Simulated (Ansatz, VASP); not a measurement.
## Hf3ZrAl4N8: VASP beside Ansatz

```
N Al Zr Hf
1.0
    -4.37088    4.35783   -0.04458
    -4.32632   -0.00002    4.32606
     0.06158    4.37483    4.38762
N Al Zr Hf
8 4 1 3
Direct
  0.76079 0.73692 0.76209
  0.22649 0.74698 0.77866
  0.76077 0.23930 0.76210
  0.77298 0.74851 0.22905
  0.23105 0.24902 0.76998
  0.24335 0.75831 0.23692
  0.77761 0.25053 0.22039
  0.24337 0.26051 0.23687
  0.00202 0.99871 0.99958
  0.50190 0.99877 0.99962
  0.00198 0.49879 0.99956
  0.00199 0.49868 0.49975
  0.00203 0.99875 0.49956
  0.50200 0.49873 0.99956
  0.50206 0.99877 0.49953
  0.50206 0.49874 0.49950
```

Alike in both runs: functional PBE; k mesh 3 × 3 × 3; occupations gaussian, width 0.1 eV; no spin polarisation.

Ansatz relaxed the structure, and its values are those at the end. VASP's run is a single point on that final structure, the one shown.

|  | VASP | Ansatz |
| --- | --- | --- |
| version | VASP 6.6.1 | Ansatz 0.2.0 |
| potentials or method | VASP PAW PBE potentials, release 64 (N, Al, Zr_sv, Hf_pv) | scalar-relativistic, plane waves, PAW |
| plane-wave cutoff (eV) | 520 | 420 |
| valence electrons in the cell | 94 | 142 |

VASP gave:

```
gap on the k mesh at the Fermi level (eV) : none
pressure (GPa)                            : -1.0
rms of the force components (eV/Å)        : 0.044
```

**Question.** Estimate Ansatz's values.

**Answer.** gap on the k mesh at the Fermi level (eV): none; pressure (GPa): 0.1; rms of the force components (eV/Å): 0.002.

A gap of «none» marks a metal or a gap that the smearing closes. The two sets of potentials don't hold the same shells in valence.

Caveats: the k mesh is coarse (spacing up to 0.42 Å⁻¹), so the values aren't converged. The runs have no spin-orbit coupling, so splittings on Hf are missing.
